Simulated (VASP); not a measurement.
Given:

```
BeS
1.0
    0.00000     7.31613     7.31613
    7.31613     0.00000     7.31613
    7.31613     7.31613     0.00000
Be S
27 27
Direct
  0.00000   0.00000   0.00000
  0.00000   0.00000   0.33333
  0.00000   0.00000   0.66667
  0.00000   0.33333   0.00000
  0.00000   0.33333   0.33333
  0.00000   0.33333   0.66667
  0.00000   0.66667   0.00000
  0.00000   0.66667   0.33333
  0.00000   0.66667   0.66667
  0.33333   0.00000   0.00000
  0.33333   0.00000   0.33333
  0.33333   0.00000   0.66667
  0.33333   0.33333   0.00000
  0.33333   0.33333   0.33333
  0.33333   0.33333   0.66667
  0.33333   0.66667   0.00000
  0.33333   0.66667   0.33333
  0.33333   0.66667   0.66667
  0.66667   0.00000   0.00000
  0.66667   0.00000   0.33333
  0.66667   0.00000   0.66667
  0.66667   0.33333   0.00000
  0.66667   0.33333   0.33333
  0.66667   0.33333   0.66667
  0.66667   0.66667   0.00000
  0.66667   0.66667   0.33333
  0.66667   0.66667   0.66667
  0.25000   0.25000   0.25000
  0.25000   0.25000   0.58333
  0.25000   0.25000   0.91667
  0.25000   0.58333   0.25000
  0.25000   0.58333   0.58333
  0.25000   0.58333   0.91667
  0.25000   0.91667   0.25000
  0.25000   0.91667   0.58333
  0.25000   0.91667   0.91667
  0.58333   0.25000   0.25000
  0.58333   0.25000   0.58333
  0.58333   0.25000   0.91667
  0.58333   0.58333   0.25000
  0.58333   0.58333   0.58333
  0.58333   0.58333   0.91667
  0.58333   0.91667   0.25000
  0.58333   0.91667   0.58333
  0.58333   0.91667   0.91667
  0.91667   0.25000   0.25000
  0.91667   0.25000   0.58333
  0.91667   0.25000   0.91667
  0.91667   0.58333   0.25000
  0.91667   0.58333   0.58333
  0.91667   0.58333   0.91667
  0.91667   0.91667   0.25000
  0.91667   0.91667   0.58333
  0.91667   0.91667   0.91667
```

Level of theory: PBE GGA, VASP's PBE PAW potentials (set 64) (plane waves; VASP). Settings: PREC = Normal, LREAL = Auto, EDIFF = 1E-5, 400 eV cut-off, 1×1×1 Γ-centred mesh, Gaussian smearing of 0.050 eV, potentials Be S.

The supercell is sampled at Γ alone, which is coarse: total energies, pressure and levels can be off, energies of defects by several tenths of an eV.

Problem. Predict the energy per atom (σ→0), pressure.

Solution. 
```json
{
  "energy per atom (σ→0)": "-4.886 eV/atom",
  "pressure": "2.11 GPa"
}
```

Only differences to runs with the same potentials and settings are physical.

The cell is a supercell, built from a database entry that may be metastable or hypothetical.
